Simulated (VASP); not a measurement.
A run of VASP 6.6.1:

The input POSCAR:

```
Be2ZnO3
1.0
    4.3659700000     -2.5090900000      0.0000000000
    4.3659700000      2.5090900000      0.0000000000
    0.0000000000      0.0000000000      4.6365100000
Be Zn O
4 2 6
Direct
    0.5140700000      0.8336680000      0.5050230000
    0.8336680000      0.5140700000      0.0050230000
    0.1663320000      0.4859300000      0.5050230000
    0.4859300000      0.1663320000      0.0050230000
    0.1798620000      0.8201380000      0.9954440000
    0.8201380000      0.1798620000      0.4954440000
    0.5489540000      0.8359660000      0.8646060000
    0.1640340000      0.4510460000      0.8646060000
    0.7830510000      0.2169490000      0.9300950000
    0.8359660000      0.5489540000      0.3646060000
    0.4510460000      0.1640340000      0.3646060000
    0.2169490000      0.7830510000      0.4300950000
```

File INCAR.step1:

```
  ALGO = Normal
  EDIFF = 1E-8
  EDIFFG = -0.002
  ENCUT = 520
  GGA = PE
  IBRION = 2
  ISIF = 3
  ISMEAR = 0
  KPAR = 4
  LASPH = T
  LCHARG = F
  LREAL = F
  LWAVE = F
  NELM = 60
  NSW = 40
  PREC = Accurate
  SIGMA = 0.03
```

INCAR.step2

```
  ALGO = Normal
  EDIFF = 1E-8
  ENCUT = 520
  GGA = PE
  IBRION = 6
  ISIF = 2
  ISMEAR = 0
  KPAR = 4
  LASPH = T
  LCHARG = F
  LREAL = F
  LWAVE = F
  NELM = 60
  NFREE = 2
  NSW = 1
  POTIM = 0.015
  PREC = Accurate
  SIGMA = 0.03
```

File KPOINTS:

```
k-points
0
Gamma
  6 6 6
```

Potentials or basis: VASP PAW PBE potentials, release 64 (Be, Zn, O).

Launch:

```bash
$ cat potpaw_PBE.64/Be/POTCAR potpaw_PBE.64/Zn/POTCAR potpaw_PBE.64/O/POTCAR > POTCAR
$ cp INCAR.step1 INCAR
$ mpirun -np 4 vasp_std > vasp.out
$ cp CONTCAR POSCAR
$ cp INCAR.step2 INCAR
$ mpirun -np 4 vasp_std > vasp.out
```

Hardware: 4 MPI ranks on Intel(R) Xeon(R) 6975P-C (Granite Rapids), with other jobs on the host.

Q: Estimate the wall time of this run.

A: Run time: 34 min on 4 MPI ranks on Intel(R) Xeon(R) 6975P-C (Granite Rapids) (shared host), peak memory 0.71 GiB a rank. Counts: scf iterations 265, k points 52, ion steps 10.
